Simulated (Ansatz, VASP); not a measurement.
NaAg3: VASP beside Ansatz

```
Na Ag
1.0
     4.12786    0.00000    0.00000
     0.00000    4.12786    0.00000
     0.00000    0.00000    4.12786
Na Ag
1 3
Direct
  0.00000 0.00000 0.00000
  0.00000 0.50000 0.50000
  0.50000 0.00000 0.50000
  0.50000 0.50000 0.00000
```

The cell comes from a database or a generator and needn't be the stable form of this composition.

Alike in both runs: task single point; functional LDA; k mesh 6 × 6 × 6; occupations fermi-dirac, width 0.05 eV; no spin polarisation.

|  | VASP | Ansatz |
| --- | --- | --- |
| version | VASP 6.6.1 | Ansatz 0.2.0 |
| potentials or method | VASP PAW LDA potentials, release 64 (Na_pv, Ag) | plane waves, PAW |
| plane-wave cutoff (eV) | 520 | 500 |
| valence electrons in the cell | 40 | 66 |

|  | VASP | Ansatz | Ansatz less VASP |
| --- | --- | --- | --- |
| pressure (GPa) | -3.3 | -3.5 | -0.16 |

The two sets of potentials don't hold the same shells in valence.
